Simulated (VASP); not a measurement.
OSZICAR of a VASP run on Fe (bcc):

File OSZICAR:
```
       N       E                     dE             d eps       ncg     rms          rms(c)
DAV:   1     0.119283008165E+02    0.11928E+02   -0.35283E+03  6252   0.874E+02
DAV:   2    -0.900900714965E+01   -0.20937E+02   -0.19520E+02  5959   0.116E+02
DAV:   3    -0.924706293410E+01   -0.23806E+00   -0.23779E+00  6725   0.169E+01
DAV:   4    -0.924819011008E+01   -0.11272E-02   -0.11271E-02  6543   0.109E+00
DAV:   5    -0.924820161295E+01   -0.11503E-04   -0.11503E-04  6493   0.985E-02    0.109E+01
DAV:   6    -0.833189092404E+01    0.91631E+00   -0.13996E+01  6276   0.588E+01    0.598E+00
DAV:   7    -0.824296068494E+01    0.88930E-01   -0.10045E+00  6273   0.152E+01    0.338E+00
DAV:   8    -0.823728339157E+01    0.56773E-02   -0.86158E-03  7329   0.750E-01    0.140E+00
DAV:   9    -0.823131820010E+01    0.59652E-02   -0.92142E-03  7418   0.731E-01    0.377E-01
DAV:  10    -0.823124557492E+01    0.72625E-04   -0.77425E-04  6267   0.461E-01    0.963E-02
DAV:  11    -0.823126215700E+01   -0.16582E-04   -0.17838E-04  6497   0.183E-01    0.488E-02
DAV:  12    -0.823126848257E+01   -0.63256E-05   -0.18392E-05  6114   0.676E-02    0.107E-02
DAV:  13    -0.823127141476E+01   -0.29322E-05   -0.71304E-07  3233   0.115E-02    0.542E-03
DAV:  14    -0.823127081949E+01    0.59527E-06   -0.59009E-07  2995   0.107E-02
   1 F= -.82312708E+01 E0= -.82311462E+01  d E =-.373742E-03  mag=     2.2813
```

Task: Which electronic solver shows in the log?

Result: It is blocked Davidson (ALGO = Normal, or the opening steps of other solvers). The INCAR had ALGO = Normal.

Task: How was spin treated?

Result: Collinear spin (ISPIN = 2): the summary line carries one mag value, 2.28 μB in the cell.

Task: Can the final energy be trusted as converged?

Result: The run converged. It stopped with EDIFF = 1E-6, NELM = 100 (PBE GGA, plane waves, VASP's PBE PAW potentials (set 64)).

The compound is Fe in the bcc structure. The cell was not relaxed at this level. The run is one of a series of settings (KPOINTS 17×17×17 Γ-centred mesh against the base run), some of them coarse on purpose.
